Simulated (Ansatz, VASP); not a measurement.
# Pb (Pb(111), strained): VASP beside Ansatz

One calculation is typed for both programs; each brings its own data sets and cutoff. How far apart do they land?

Program: Ansatz 0.2.0. Level of theory: plane waves, with VASP 6.6.1 beside it; band structure at PBE with D3(BJ). Results are calculated unless marked as measured.

## Step 1: Starting point

The cell holds 4 atoms: 4 Pb. Cell: a = 3.585 Å, b = 3.585 Å, c = 26.411 Å, α = 90.0°, β = 90.0°, γ = 120.0°. Vacuum lies along c.

As a file:

```cif
data_structure
_symmetry_space_group_name_H-M 'P 1'
_symmetry_Int_Tables_number 1
_cell_length_a 3.5850
_cell_length_b 3.5850
_cell_length_c 26.4109
_cell_angle_alpha 90.000
_cell_angle_beta 90.000
_cell_angle_gamma 120.000
_cell_volume 293.97
loop_
_atom_site_label
_atom_site_type_symbol
_atom_site_fract_x
_atom_site_fract_y
_atom_site_fract_z
_atom_site_occupancy
Pb1 Pb 0.00000 0.00000 0.34170 1
Pb2 Pb 0.66667 0.33333 0.44559 1
Pb3 Pb 0.33333 0.66667 0.55441 1
Pb4 Pb 0.00000 0.00000 0.65830 1
```

## Step 2: Ansatz: band structure, PBE with D3(BJ)

Ansatz runs on its default PAW (the set named soft_2) files.

With cell and atoms fixed, the geometry can't cause a difference; cores, projectors, grids and the points listed under the comparison can.

Contents of input.yaml:

```yaml
crystal:
  lattice:
    - [3.58503138, 0.0, 0.0]
    - [-1.79251569, 3.10472825, 0.0]
    - [0.0, 0.0, 26.4109222428]
  atoms:
    - { symbol: Pb, position: [0.0, 0.0, 0.3416952955] }
    - { symbol: Pb, position: [0.66666667, 0.33333333, 0.4455935717] }
    - { symbol: Pb, position: [0.33333333, 0.66666667, 0.5544064283] }
    - { symbol: Pb, position: [0.0, 0.0, 0.6583047045] }
hamiltonian:
  xc: pbe
  pseudopotentials: { kind: paw }
  dispersion: d3bj
kpoints:
  mp_grid: { grid: [12, 12, 1] }
  band_path:
    path:
      - [0.0, 0.0, 0.0]
      - [0.03846, 0.0, 0.0]
      - [0.07692, 0.0, 0.0]
      - [0.15385, 0.0, 0.0]
      - [0.19231, 0.0, 0.0]
      - [0.26923, 0.0, 0.0]
      - [0.30769, 0.0, 0.0]
      - [0.34615, 0.0, 0.0]
      - [0.42308, 0.0, 0.0]
      - [0.46154, 0.0, 0.0]
      - [0.5, 0.0, 0.0]
      - [0.48718, 0.02564, 0.0]
      - [0.47436, 0.05128, 0.0]
      - [0.44872, 0.10256, 0.0]
      - [0.4359, 0.12821, 0.0]
      - [0.41026, 0.17949, 0.0]
      - [0.39744, 0.20513, 0.0]
      - [0.37179, 0.25641, 0.0]
      - [0.35897, 0.28205, 0.0]
      - [0.34615, 0.30769, 0.0]
      - [0.33333, 0.33333, 0.0]
      - [0.30769, 0.30769, 0.0]
      - [0.25641, 0.25641, 0.0]
      - [0.23077, 0.23077, 0.0]
      - [0.20513, 0.20513, 0.0]
      - [0.15385, 0.15385, 0.0]
      - [0.12821, 0.12821, 0.0]
      - [0.07692, 0.07692, 0.0]
      - [0.05128, 0.05128, 0.0]
      - [0.0, 0.0, 0.0]
    npoints: 1
scf:
  occupations: { method: fermi_dirac, width: 0.1 }
  n_extra_bands: 8
efield:
  axis: 3
  dipole_correction: true
  ramp_width: 0.04
output:
  forces: true
  eigenvalues: true
```

Command:

```sh
$ ansatz run input.yaml --threads 2 --pin off --max-ram 4608MiB --backend cpu --events-out ev --progress --plain --runs-dir out
```

Numbers of over 12 decimals in the logs are rounded to 6 here.

Output:

```text
scf.n_extra_bands = 8 over 28 filled bands (N_el = 56.0): the run solves 36 bands
Engine: ansatz 0.2.0, aarch64-unknown-linux-gnu
Pseudopotentials: kind: paw
Pseudopotential: Pb, paw, valence charge 14, recommended cutoff 420 eV (normal), Pb.paw.azcp
Functional definition: PBE
  parameter kappa = 0.804
  parameter beta = 0.066725
  exchange = pbe_x(kappa = kappa, mu = beta*pi^2/3)
  correlation = pbe_c(beta = beta)
Crystal: 4 atoms, lattice volume = 293.968 Å³
Basis set: ecut = 420 eV, 5615 PW (Γ), exchange–correlation on 48×48×360 points (8 copies of the dense FFT grid, shifted against one another)
Bands: 36, of which v1, the nominal top of the filled ones, is band 28 counted from 1 (27 counted from 0)
Symmetry: 6 space group operations
k-points: 19 of 144 (time reversal used)
Non-local potential: Pb, projectors of the file, l = 0: 2, l = 1: 2, l = 2: 2, l = 3: 2
PAW form: soft (Blöchl's): semilocal exchange-correlation on the pseudo side does not see the compensation charge
PAW one-centre angular grid: Pb, 590 points (default); XC on 64 Gauss nodes
Initial density: superposition of atomic densities (neutral atoms: chi_scale 0, normalization atom), corrected by the library's trained network
Initial wavefunctions: pseudopotential atomic-orbital guess
Functional: x = pbe(κ = 0.804, μ = 0.219515), c = pbe(β = 0.066725)
SCF iter   1: F=—  HF=-47626.563061 eV  |F-HF|=—  |Δ(HF+E_count)|=         —  Δρ=1.03e-3  dr2=1.39e-2  ethr=1.77e-3  p=0.000 e·Å  D=1.34e-13 V/Å  ΔV_dip=-0.00 eV  dr2_dipole=1.21e-7  V_vac-E_F(+/−)=3.72/3.72 eV  ⟨swp⟩=10.0  Hψ=3526  notcnv=0
efield: sawtooth ramp at fractional position 0.9800 (placed from the atoms, in the widest stretch of the axis that holds none; the zero of the levels goes with the place), width 0.0400; the density the first Hamiltonian is built on has a dipole p = 0.000 e·Å; the dipole correction subtracts the counter field D = 1.34e-13 V/Å, which shifts the + side's vacuum level by -0.00 eV against the − side's; the planar-averaged density in the ramp window peaks in size at 8.6e-6 e/Å³
preconditioner: auto → LDOS  [metal: Δε(μ)=0.042 eV  Ē_g=16.258 eV  σ=0.100 eV  W_gap=0.10  n_scr=34 (ndim 8)  ℏωp=16.2 eV  f_vac=0.529  D(μ)=2.22/eV (n_scr^D=8)  β→1.0]
SCF iter   2: F=—  HF=-47626.563315 eV  |F-HF|=—  |Δ(HF+E_count)|=   2.53e-4  Δρ=5.71e-4  dr2=1.35e-3  ethr=2.48e-5  p=0.000 e·Å  D=5.73e-7 V/Å  ΔV_dip=-0.00 eV  dr2_dipole=1.63e-7  V_vac-E_F(+/−)=3.85/3.85 eV  ⟨swp⟩=2.4  Hψ=1475  notcnv=0  defer=8
SCF iter   3: F=—  HF=-47626.563390 eV  |F-HF|=—  |Δ(HF+E_count)|=   7.51e-5  Δρ=3.79e-4  dr2=9.93e-4  ethr=2.40e-6  p=-0.000 e·Å  D=-8.04e-6 V/Å  ΔV_dip=0.00 eV  dr2_dipole=7.60e-10  V_vac-E_F(+/−)=3.87/3.87 eV  ⟨swp⟩=2.0  Hψ=1248  notcnv=0  defer=8
SCF iter   4: F=—  HF=-47626.563176 eV  |F-HF|=—  |Δ(HF+E_count)|=   2.14e-4  Δρ=6.43e-5  dr2=1.89e-5  ethr=1.77e-6  p=-0.000 e·Å  D=-3.80e-6 V/Å  ΔV_dip=0.00 eV  dr2_dipole=5.28e-10  V_vac-E_F(+/−)=3.88/3.88 eV  ⟨swp⟩=2.1  Hψ=1183  notcnv=0  defer=8
SCF iter   5: F=—  HF=-47626.563207 eV  |F-HF|=—  |Δ(HF+E_count)|=   3.12e-5  Δρ=1.70e-5  dr2=1.51e-6  ethr=3.37e-8  p=-0.000 e·Å  D=-7.60e-7 V/Å  ΔV_dip=0.00 eV  dr2_dipole=1.18e-12  V_vac-E_F(+/−)=3.88/3.88 eV  ⟨swp⟩=2.0  Hψ=1229  notcnv=0  defer=8
SCF iter   6: F=-47626.563207 eV  HF=-47626.563207 eV  |F-HF|=4.08e-8  |Δ(HF+E_count)|=   3.79e-8  Δρ=3.43e-6  dr2=4.31e-8  ethr=1.79e-10  p=-0.000 e·Å  D=-8.56e-8 V/Å  ΔV_dip=0.00 eV  dr2_dipole=5.02e-12  V_vac-E_F(+/−)=3.88/3.88 eV  ⟨swp⟩=8.7  Hψ=4162  notcnv=0
SCF 1 converged in 6 iterations: F = -47626.563207 eV  dr2 = 4.31e-8
  greatest PAW one-centre occupation: 0.979 electrons in one spin orbital (limit 2), on the Pb atom at site 3 (counted from 0), in its partial waves of l = 2
NSCF: frozen V_eff on 30 k-points
efield: sawtooth ramp at fractional position 0.9800 (kept from the solve that this one continues, or follows in the run), width 0.0400; the density the first Hamiltonian is built on has a dipole p = -0.000 e·Å; the dipole correction subtracts the counter field D = -8.56e-8 V/Å, which shifts the + side's vacuum level by +0.00 eV against the − side's; the planar-averaged density in the ramp window peaks in size at 7.3e-7 e/Å³
SCF converged after 6 iterations
Free energy (F): -47626.563207 eV
Harris-Foulkes:  -47626.563207 eV  (|F-HF|=4.08e-8)
Internal energy: -47626.491067 eV  (E = F + TS)
E sigma→0 (E₀):  -47626.527137 eV
Entropy (-TS):   -0.072140 eV (-18.035 meV/atom)
Fermi energy:    2.239409 eV
Dipole field:    D = 0.000002 V/Å  (p = 0.000004 e·Å, saw-weighted, corrected)
Work function:   Φ+ = 3.8801 eV   Φ− = 3.8802 eV
Levels:          The Fermi level and band energies are counted from a zero that moves with the ramp; work functions are not
--- Per-component energies (eV) ---
  E_band       = -629.993146
  E_kinetic    = 1152.782748
  E_local      = -42694.328159  (includes V_loc(G=0)·N_el)
  E_nonlocal   = 1397.980082
  E_hartree    = 20689.747625
  E_xc         = -881.444459
  E_vxc        = -527.629050  (∫ρ·V_xc dr)
  E_paw        = -41621.802316  (= ΣΔE_a)
  E_vpaw       = -1338.277637  (= ΣTr[D̂ρ^β])
  E_aug_tail   = 0.000196  (compensation charges beyond the density's cutoff)
  E_efield     = 0.000000  (sawtooth field / dipole correction)
  E_vefield    = 0.000000  (∫n·V_field dr)
  E_ewald      = 14331.804031
  E_disp       = -1.230814  (pairwise vdW)
  E_smearing   = -0.072140  (= −TS)
  E_closure    = 0.000000  (closes the sum)
  Σ components = -47626.563207   (vs F -47626.563207, Δ=0.00e0)
--- Forces (eV/Å), atoms counted from 1 ---
  atom   1  Pb     0.00000000     0.00000000     0.01183532
  atom   2  Pb     0.00000000    -0.00000000     0.00258356
  atom   3  Pb     0.00000000     0.00000000    -0.00258341
  atom   4  Pb     0.00000000    -0.00000000    -0.01183565
  max |Σ_I F_I| component: 1.73e-7 eV/Å
--- Band table (eV; the first three rows and the last of 19) ---
  k-point 0: bands = [... 24 lower, -0.8923, 1.0547, 3.6022, 5.4111, 5.9272, 6.8609, 6.9117, 7.4424, ... 4 higher]
  k-point 1: bands = [... 24 lower, -0.7695, 1.1503, 3.6466, 5.4740, 5.9967, 6.2444, 6.6403, 6.9344, ... 4 higher]
  k-point 2: bands = [... 24 lower, -0.4116, 1.4037, 3.4867, 4.3782, 4.7262, 5.5522, 5.9292, 6.1862, ... 4 higher]
  k-point 18: bands = [... 24 lower, -0.0315, -0.0315, 0.1560, 0.9010, 0.9010, 1.3901, 2.1614, 2.1614, ... 4 higher]
```

Wall time 31 s (2 threads of Arm Neoverse N1, shared host); peak memory 0.51 GiB; 54 s of CPU time.

The column dr2 measures how far the density is from self-consistency, as an energy; F and HF (Harris–Foulkes) agree once it is small.

## Step 3: VASP: band structure, PBE with D3(BJ)

The same cell, functional, mesh and smearing now go to VASP, with its own data sets and cutoff.

Lines of VASP's logs that name or quote its potential files are left out, and so is its time.

Contents of INCAR:

```
SYSTEM = Pb
PREC = Normal
ENCUT = 300
EDIFF = 1E-06
NELM = 120
ISMEAR = -1
SIGMA = 0.1
LREAL = .FALSE.
ALGO = Fast
GGA = PE
IVDW = 12
NBANDS = 22
LORBIT = 11
LWAVE = .FALSE.
LCHARG = .TRUE.
LASPH = .TRUE.
IDIPOL = 3
LDIPOL = .TRUE.
DIPOL = 0.5 0.5 0.5
LVHAR = .TRUE.
LVACPOTAV = .TRUE.
LELF = .TRUE.
NEDOS = 1500
```

Contents of POSCAR:

```
Pb
1.0
    3.5850313800      0.0000000000      0.0000000000
   -1.7925156900      3.1047282500      0.0000000000
    0.0000000000      0.0000000000     26.4109222428
Pb
4
Direct
    0.0000000000      0.0000000000      0.3416952955
    0.6666666700      0.3333333300      0.4455935717
    0.3333333300      0.6666666700      0.5544064283
    0.0000000000      0.0000000000      0.6583047045
```

Contents of KPOINTS:

```
Automatic mesh
0
Gamma
12 12 1
0 0 0
```

Contents of KPOINTS_OPT:

```
Line mode
14
Line-mode
Reciprocal
  0.00000000   0.00000000   0.00000000 GAMMA
  0.50000000   0.00000000   0.00000000 M

  0.50000000   0.00000000   0.00000000 M
  0.33333333   0.33333333   0.00000000 K

  0.33333333   0.33333333   0.00000000 K
  0.00000000   0.00000000   0.00000000 GAMMA
```

The projector-augmented-wave data sets are Pb (PBE family, release 64).

Command:

```sh
$ mpirun -np 2 vasp_std
```

Output:

```text
[banner, memory and clock lines left out]
running    2 mpi-ranks, on    1 nodes
 distrk:  each k-point on    2 cores,    1 groups
 distr:  one band on    1 cores,    2 groups

 POSCAR found type information on POSCAR Pb
 POSCAR found :  1 types and       4 ions
 LDA part: xc-table for (Slater+PW92), standard interpolation
 POSCAR, INCAR and KPOINTS ok, starting setup
 FFT: planning ... GRIDC
 FFT: planning ... GRID_SOFT
 FFT: planning ... GRID
 WAVECAR not read
 entering main loop
       N       E                     dE             d eps       ncg     rms          rms(c)
DAV:   1     0.595202781440E+02    0.59520E+02   -0.29823E+03   836   0.318E+02
DAV:   2    -0.763962154852E+01   -0.67160E+02   -0.62391E+02  1216   0.715E+01
DAV:   3    -0.138034500624E+02   -0.61638E+01   -0.60842E+01  1074   0.250E+01
DAV:   4    -0.140462712186E+02   -0.24282E+00   -0.24275E+00  1120   0.492E+00
DAV:   5    -0.140497032394E+02   -0.34320E-02   -0.34320E-02  1122   0.629E-01    0.872E+00
RMM:   6    -0.139849451765E+02    0.64758E-01   -0.13231E-02  1000   0.347E-01    0.515E+00
RMM:   7    -0.139784077999E+02    0.65374E-02   -0.36977E-02  1022   0.573E-01    0.935E-01
RMM:   8    -0.139556001418E+02    0.22808E-01   -0.79386E-03  1072   0.309E-01    0.273E-01
RMM:   9    -0.139550671988E+02    0.53294E-03   -0.14511E-03  1068   0.141E-01    0.130E-01
RMM:  10    -0.139545393784E+02    0.52782E-03   -0.41390E-04  1088   0.722E-02    0.328E-02
RMM:  11    -0.139545789726E+02   -0.39594E-04   -0.80841E-05  1080   0.309E-02    0.202E-02
RMM:  12    -0.139545971978E+02   -0.18225E-04   -0.95513E-05  1111   0.249E-02    0.299E-02
RMM:  13    -0.139547357558E+02   -0.13856E-03   -0.11883E-05  1098   0.120E-02    0.968E-03
RMM:  14    -0.139548221435E+02   -0.86388E-04   -0.19391E-05  1123   0.103E-02    0.754E-03
RMM:  15    -0.139548491039E+02   -0.26960E-04   -0.30330E-06  1042   0.442E-03    0.297E-03
RMM:  16    -0.139548669491E+02   -0.17845E-04   -0.27069E-06  1024   0.358E-03    0.453E-03
RMM:  17    -0.139548799749E+02   -0.13026E-04   -0.84309E-07   990   0.186E-03    0.112E-03
RMM:  18    -0.139548898405E+02   -0.98656E-05   -0.25294E-07   881   0.110E-03    0.230E-03
RMM:  19    -0.139549007531E+02   -0.10913E-04   -0.27548E-07   821   0.886E-04    0.499E-04
RMM:  20    -0.139549044526E+02   -0.36994E-05   -0.74240E-08   776   0.681E-04    0.195E-04
RMM:  21    -0.139549058421E+02   -0.13895E-05   -0.30181E-08   744   0.608E-04    0.180E-04
RMM:  22    -0.139549059991E+02   -0.15696E-06   -0.52762E-09   654   0.505E-04
|                                                                             |
|           W    W    AA    RRRRR   N    N  II  N    N   GGGG   !!!           |
|           W    W   A  A   R    R  NN   N  II  NN   N  G    G  !!!           |
|           W    W  A    A  R    R  N N  N  II  N N  N  G       !!!           |
|           W WW W  AAAAAA  RRRRR   N  N N  II  N  N N  G  GGG   !            |
|           WW  WW  A    A  R   R   N   NN  II  N   NN  G    G                |
|           W    W  A    A  R    R  N    N  II  N    N   GGGG   !!!           |
|                                                                             |
|     Did not find any points to average over, which means that no vacuum     |
|     field-free region was found. Please increase the size of  your cell     |
|     in the dimension of the dipole correction to obtain accurate            |
|     workfunction values.                                                    |
|                                                                             |

   1 F= -.15185481E+02 E0= -.15149491E+02  d E =-.719817E-01
 Start KPOINTS_OPT (optional k-point list driver)
k-point batch [1-19\42]
       N       E                     dE             ncg
DAV:   1    -0.309946384832E+03   -0.49632E+04      836
DAV:   2    -0.146614280324E+04   -0.11562E+04     1186
DAV:   3    -0.157575876583E+04   -0.10962E+03     1056
DAV:   4    -0.157987948958E+04   -0.41207E+01     1146
DAV:   5    -0.157993715704E+04   -0.57667E-01     1098
DAV:   6    -0.157993968218E+04   -0.25251E-02     1190
DAV:   7    -0.157993970173E+04   -0.19548E-04     1112
DAV:   8    -0.157993970239E+04   -0.66596E-06      904
[...]
k-point batch [39-42\42]
       N       E                     dE             ncg
DAV:   1     0.506916237456E+04   -0.23068E+03      176
DAV:   2     0.490225670947E+04   -0.16691E+03      254
DAV:   3     0.488100812560E+04   -0.21249E+02      240
DAV:   4     0.488008174088E+04   -0.92638E+00      262
DAV:   5     0.488007398932E+04   -0.77516E-02      228
DAV:   6     0.488007354177E+04   -0.44755E-03      280
DAV:   7     0.488007353795E+04   -0.38233E-05      228
DAV:   8     0.488007353786E+04   -0.94201E-07      200
```

[end of part 1 of 2]

[Lines on the potential files, build, host, timing and source positions are cut from VASP's logs without a mark.]

[Logs are printed without paths, hosts, clocks, repeated set-up lines and the standing remarks that a program may print on its own settings, such as how far it seeks lower states.]

[Hosts, paths, dates, database ids (printed as entryN), source tags and the programs' standing remarks are cut or masked in the printed files.]
